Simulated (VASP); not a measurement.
Consider the following.

```xyz
8
Lattice="0.0000 2.9004 2.9004 2.9004 0.0000 2.9004 11.7495 11.7495 -0.1477" Properties=species:S:1:pos:R:3 pbc="T T T"
Cd    11.6823    11.6823    -0.0806
Te     1.6775     1.6775     1.2229
Te     4.4738     4.4738     1.3271
Te     7.2846     7.2846     1.4167
Te    10.0873    10.0873     1.5144
Be     5.9680     5.9680     5.6338
Be     8.7759     8.7759     5.7263
Be     8.6872     8.6872     0.0141
```

These are PBEsol GGA, VASP's PBE PAW potentials (set 64) (plane waves; VASP 6.6.1) values and carry that method's errors. Settings: 400 eV cut-off, Gaussian smearing of 0.050 eV, potentials Cd Te Be.

Unless said otherwise, spin-orbit coupling is left out, though it shifts the bands of the heavy elements here.

Give the energies of bands 12 to 25 at the high-symmetry points, in eV from the valence-band maximum.

| band | Γ | T | H2 | L | S0 | F |
|---|---|---|---|---|---|---|
| 12 | -3.90 | -2.20 | -5.25 | -5.42 | -5.25 | -5.37 |
| 13 | -1.98 | -2.04 | -4.97 | -5.12 | -4.98 | -5.02 |
| 14 | -1.98 | -1.97 | -4.45 | -3.58 | -4.44 | -3.56 |
| 15 | -1.60 | -1.97 | -4.32 | -3.41 | -4.31 | -3.52 |
| 16 | -1.60 | -1.64 | -4.10 | -3.31 | -4.12 | -3.34 |
| 17 | -1.19 | -1.64 | -3.47 | -2.90 | -3.47 | -3.08 |
| 18 | -1.19 | -1.14 | -2.85 | -2.56 | -2.89 | -2.80 |
| 19 | -0.83 | -1.14 | -2.74 | -2.47 | -2.72 | -2.29 |
| 20 | 0.00 | -0.03 | -2.50 | -2.18 | -2.51 | -1.78 |
| 21 | 0.00 | -0.03 | -2.37 | -1.15 | -2.35 | -1.09 |
| 22 | 1.74 | 1.86 | 2.06 | 1.37 | 2.03 | 1.13 |
| 23 | 1.88 | 2.12 | 2.36 | 1.74 | 2.48 | 1.64 |
| 24 | 2.13 | 2.29 | 2.91 | 2.26 | 2.71 | 1.89 |
| 25 | 2.40 | 2.54 | 3.31 | 2.45 | 3.60 | 2.01 |

The gap is indirect, 1.13 eV, from the valence maximum at Γ to the conduction minimum at F.

The structure was generated: Be3CdTe4 was put into an ordered model structure (R3m), which need not be its known phase. It was relaxed first.
